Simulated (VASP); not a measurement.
Output of a VASP run:

### OSZICAR
```
...
DAV:  13    -0.128686101631E+02   -0.15882E-05   -0.56909E-06  1797   0.242E-02    0.731E-04
DAV:  14    -0.128686102304E+02   -0.67298E-07   -0.12994E-07  1071   0.267E-03
   1 F= -.12868610E+02 E0= -.12869802E+02  d E =-.128686E+02
       N       E                     dE             d eps       ncg     rms          rms(c)
DAV:   1    -0.129046684060E+02   -0.36058E-01   -0.10543E+00  1932   0.796E+00    0.119E+00
DAV:   2    -0.128793260603E+02    0.25342E-01   -0.81630E-02  1966   0.202E+00    0.654E-01
DAV:   3    -0.128699042437E+02    0.94218E-02   -0.66747E-02  2788   0.155E+00    0.476E-01
DAV:   4    -0.128705814782E+02   -0.67723E-03   -0.45609E-03  1952   0.414E-01    0.250E-01
DAV:   5    -0.128714571228E+02   -0.87564E-03   -0.58420E-04  2338   0.157E-01    0.805E-02
DAV:   6    -0.128716909953E+02   -0.23387E-03   -0.56491E-04  2595   0.109E-01    0.299E-02
DAV:   7    -0.128717058328E+02   -0.14837E-04   -0.25251E-05  1897   0.379E-02    0.135E-02
DAV:   8    -0.128717057910E+02    0.41745E-07   -0.62121E-06  2026   0.137E-02
   2 F= -.12871706E+02 E0= -.12872947E+02  d E =-.309556E-02
       N       E                     dE             d eps       ncg     rms          rms(c)
DAV:   1    -0.128721569867E+02   -0.45115E-03   -0.12966E-02  1953   0.881E-01    0.132E-01
DAV:   2    -0.128718415666E+02    0.31542E-03   -0.10228E-03  2032   0.224E-01    0.728E-02
DAV:   3    -0.128717244094E+02    0.11716E-03   -0.83864E-04  2825   0.173E-01    0.529E-02
DAV:   4    -0.128717342259E+02   -0.98165E-05   -0.55320E-05  1962   0.458E-02    0.289E-02
DAV:   5    -0.128717480997E+02   -0.13874E-04   -0.69878E-06  2268   0.185E-02    0.877E-03
DAV:   6    -0.128717523323E+02   -0.42326E-05   -0.66150E-06  2111   0.121E-02    0.327E-03
DAV:   7    -0.128717528595E+02   -0.52724E-06   -0.36973E-07   861   0.495E-03
   3 F= -.12871753E+02 E0= -.12872991E+02  d E =-.314263E-02
       N       E                     dE             d eps       ncg     rms          rms(c)
DAV:   1    -0.128718460727E+02   -0.93740E-04   -0.29344E-03  1946   0.420E-01    0.629E-02
DAV:   2    -0.128717731149E+02    0.72958E-04   -0.23110E-04  2025   0.106E-01    0.345E-02
DAV:   3    -0.128717459110E+02    0.27204E-04   -0.19166E-04  2817   0.826E-02    0.254E-02
DAV:   4    -0.128717487080E+02   -0.27970E-05   -0.12373E-05  1881   0.216E-02    0.142E-02
DAV:   5    -0.128717526496E+02   -0.39416E-05   -0.12560E-06  1134   0.915E-03    0.428E-03
DAV:   6    -0.128717541139E+02   -0.14644E-05   -0.26857E-06  1610   0.695E-03    0.223E-03
DAV:   7    -0.128717541485E+02   -0.34514E-07   -0.10776E-07   861   0.256E-03
   4 F= -.12871754E+02 E0= -.12872990E+02  d E =-.314392E-02
       N       E                     dE             d eps       ncg     rms          rms(c)
DAV:   1    -0.128760196350E+02   -0.42655E-02   -0.13897E-01  2002   0.289E+00    0.428E-01
DAV:   2    -0.128728504377E+02    0.31692E-02   -0.80558E-03  1889   0.649E-01    0.208E-01
DAV:   3    -0.128719465771E+02    0.90386E-03   -0.72745E-03  2773   0.492E-01    0.130E-01
DAV:   4    -0.128719893415E+02   -0.42764E-04   -0.30789E-04  1932   0.117E-01    0.861E-02
DAV:   5    -0.128720850982E+02   -0.95757E-04   -0.14828E-04  2221   0.745E-02    0.300E-02
DAV:   6    -0.128720867121E+02   -0.16139E-05   -0.14266E-05  1743   0.321E-02    0.150E-02
DAV:   7    -0.128720861574E+02    0.55462E-06   -0.48555E-06  1826   0.140E-02
   5 F= -.12872086E+02 E0= -.12873301E+02  d E =-.332009E-03
```

OUTCAR:
```
------------------------ aborting loop because EDIFF is reached ----------------------------------------
  FORCE on cell =-STRESS in cart. coord.  units (eV):
  Direction    XX          YY          ZZ          XY          YZ          ZX
  --------------------------------------------------------------------------------------
  Total        0.0117676      0.0117676      0.0143813      0.0000000      0.0000000      0.0000000
  in kB        0.2884478      0.2884478      0.3525145      0.0000000      0.0000000      0.0000000
  external PRESSURE =       0.3098034 kB  Pullay stress =       0.0000000 kB
  volume of cell :       65.36
      direct lattice vectors                 reciprocal lattice vectors
     1.828464286 -3.166993322  0.000000000     0.273453523 -0.157878451 -0.000000000
     1.828464286  3.166993322 -0.000000000     0.273453523  0.157878451  0.000000000
     0.000000000 -0.000000000  5.643747010     0.000000000  0.000000000  0.177187248
 POSITION                                       TOTAL-FORCE (eV/Angst)
 -----------------------------------------------------------------------------------
      1.82846      1.05567      1.41094         0.000000      0.000000      0.000000
      1.82846     -1.05567      4.23281        -0.000000     -0.000000     -0.000000
 -----------------------------------------------------------------------------------
    total drift:                                0.000000      0.000519     -0.000010
  FREE ENERGIE OF THE ION-ELECTRON SYSTEM (eV)
  ---------------------------------------------------
  free  energy   TOTEN  =       -12.8720861574 eV

  energy  without entropy=      -12.8757312609  energy(sigma->0) =      -12.87330119

 reached required accuracy - stopping structural energy minimisation
```
(Selected blocks of OUTCAR.)

File POSCAR:
```
Y
1
    1.8250000000    -3.1609930000     0.0000000000
    1.8250000000     3.1609930000     0.0000000000
    0.0000000000     0.0000000000     5.7300000000
Y
2
Direct
  0.3333330000   0.6666670000   0.2500000000
  0.6666670000   0.3333330000   0.7500000000
```

### Question
Reconstruct the remaining input files.

### Answer
One answer among several that fit: the input of the run itself, PBE GGA, plane waves, VASP's PBE PAW potentials (set 64).

KPOINTS:
```
Automatic
0
Gamma
10 10 6
```

**INCAR**
```
! general
SYSTEM =Y
PREC   =Accurate
ENCUT  =480   ! plane-wave cut-off (eV)
LREAL  =F   ! projection in real space or not
LASPH  =T

! electronic loop
EDIFF  =1E-6
NELM   =100   ! most electronic steps
ALGO   =Normal
LMAXMIX=4

! smearing
ISMEAR =1
SIGMA  =0.1   ! width (eV)

! functional
GGA    =PE   ! PBE

! ions
IBRION =2
NSW    =60
ISIF   =3   ! ions, shape and volume
EDIFFG =-0.01   ! ionic stop

! output
LWAVE  =F
LCHARG =F
```

POTCAR, in this order: Y_sv (PBE.64 set). Program: vasp_std.

The compound is Y in the hcp structure. This run relaxes it. Symmetry was kept, so distortions that lower it aren't found.
